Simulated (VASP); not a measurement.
Input of a VASP 6.6.1 run:

File INCAR:

```
SYSTEM = WSe2
PREC = Accurate ; ENCUT = 520
EDIFF = 1E-7 ; ISMEAR = 0
SIGMA = 0.03 ; LREAL = .FALSE.
LASPH = .TRUE. ; NELM = 80
ALGO = Fast ; ISIF = 2
LWAVE = .FALSE. ; LCHARG = .FALSE.
LMAXMIX = 4 ; LDIPOL = .TRUE.
IDIPOL = 3 ; DIPOL = 0.5 0.5 0.500
NBANDS = 20 ; LVHAR = .TRUE.
LVACPOTAV = .TRUE.
```

File KPOINTS:

```
regular mesh
0
G
  12 12 1
  0 0 0
```

POSCAR

```
WSe2                                    
1.0
    3.2872502751      0.0000000000      0.0000000000
   -1.6436251375      2.8468422484      0.0000000000
    0.0000000000      0.0000000000     21.3462600000
  Se              W             
     2     1
Direct
     0.3333333300000021    0.6666666699999979    0.4209905798060021
     0.3333333300000021    0.6666666699999979    0.5790094201939979
     0.6666666699999979    0.3333333300000021    0.5000000000000000
```

KPOINTS_OPT

```
explicit points
67
Reciprocal
 0.0000000000  0.0000000000  0.0000000000 1
 0.0357142900  0.0000000000  0.0000000000 1
 0.0714285700  0.0000000000  0.0000000000 1
 0.1071428600  0.0000000000  0.0000000000 1
 0.1428571400  0.0000000000  0.0000000000 1
 0.1785714300  0.0000000000  0.0000000000 1
 0.2142857100  0.0000000000  0.0000000000 1
 0.2500000000  0.0000000000  0.0000000000 1
 0.2857142900  0.0000000000  0.0000000000 1
 0.3214285700  0.0000000000  0.0000000000 1
 0.3571428600  0.0000000000  0.0000000000 1
 0.3928571400  0.0000000000  0.0000000000 1
 0.4285714300  0.0000000000  0.0000000000 1
 0.4642857100  0.0000000000  0.0000000000 1
 0.5000000000  0.0000000000  0.0000000000 1
 0.4791666700  0.0416666700  0.0000000000 1
 0.4583333300  0.0833333300  0.0000000000 1
 0.4375000000  0.1250000000  0.0000000000 1
 0.4166666700  0.1666666700  0.0000000000 1
 0.3958333300  0.2083333300  0.0000000000 1
 0.3750000000  0.2500000000  0.0000000000 1
 0.3541666700  0.2916666700  0.0000000000 1
 0.3333333300  0.3333333300  0.0000000000 1
 0.3137254900  0.3137254900  0.0000000000 1
 0.2941176500  0.2941176500  0.0000000000 1
 0.2745098000  0.2745098000  0.0000000000 1
 0.2549019600  0.2549019600  0.0000000000 1
 0.2352941200  0.2352941200  0.0000000000 1
 0.2156862700  0.2156862700  0.0000000000 1
 0.1960784300  0.1960784300  0.0000000000 1
 0.1764705900  0.1764705900  0.0000000000 1
 0.1568627500  0.1568627500  0.0000000000 1
 0.1372549000  0.1372549000  0.0000000000 1
 0.1176470600  0.1176470600  0.0000000000 1
 0.0980392200  0.0980392200  0.0000000000 1
 0.0784313700  0.0784313700  0.0000000000 1
 0.0588235300  0.0588235300  0.0000000000 1
 0.0392156900  0.0392156900  0.0000000000 1
 0.0196078400  0.0196078400  0.0000000000 1
 0.0000000000  0.0000000000  0.0000000000 1
 0.0000000000  0.0000000000  0.0000000000 1
 0.0062834400 -0.0031417200  0.0000000000 1
-0.0062834400  0.0031417200  0.0000000000 1
 0.0183266900 -0.0091633500  0.0000000000 1
-0.0183266900  0.0091633500  0.0000000000 1
-0.0000000000  0.0054416200  0.0000000000 1
 0.0000000000 -0.0054416200  0.0000000000 1
-0.0000000000  0.0158713800  0.0000000000 1
 0.0000000000 -0.0158713800  0.0000000000 1
 0.5000000000  0.0000000000  0.0000000000 1
 0.5062834400 -0.0031417200  0.0000000000 1
 0.4937165600  0.0031417200  0.0000000000 1
 0.5183266900 -0.0091633500  0.0000000000 1
 0.4816733100  0.0091633500  0.0000000000 1
 0.5000000000  0.0054416200  0.0000000000 1
 0.5000000000 -0.0054416200  0.0000000000 1
 0.5000000000  0.0158713800  0.0000000000 1
 0.5000000000 -0.0158713800  0.0000000000 1
 0.3333333300  0.3333333300  0.0000000000 1
 0.3396167700  0.3301916100  0.0000000000 1
 0.3270498900  0.3364750500  0.0000000000 1
 0.3516600200  0.3241699800  0.0000000000 1
 0.3150066400  0.3424966800  0.0000000000 1
 0.3333333300  0.3387749500  0.0000000000 1
 0.3333333300  0.3278917100  0.0000000000 1
 0.3333333300  0.3492047100  0.0000000000 1
 0.3333333300  0.3174619500  0.0000000000 1
```

Potentials or basis: VASP PAW LDA potentials, release 64 (Se, W_sv).

Run with:

```sh
$ cat potpaw_LDA.64/Se/POTCAR potpaw_LDA.64/W_sv/POTCAR > POTCAR
$ mpirun -np 1 vasp_std > vasp.out
```

Q: Predict the ionisation potential of the upper face.

A: 5.36 eV.

Q: Predict the band gap on the k mesh.

A: 1.63 eV, indirect (least direct gap 1.66 eV).

Q: Predict the largest force.

A: 0.549 eV/Å.

Forces in eV/Å, atoms in the order of the input:
```
Se   0.000  0.000  0.549
Se   0.000  0.000 -0.549
W    0.000  0.000  0.000
```

Caveat: spin-orbit coupling is left out, which moves the levels of the heavy elements.
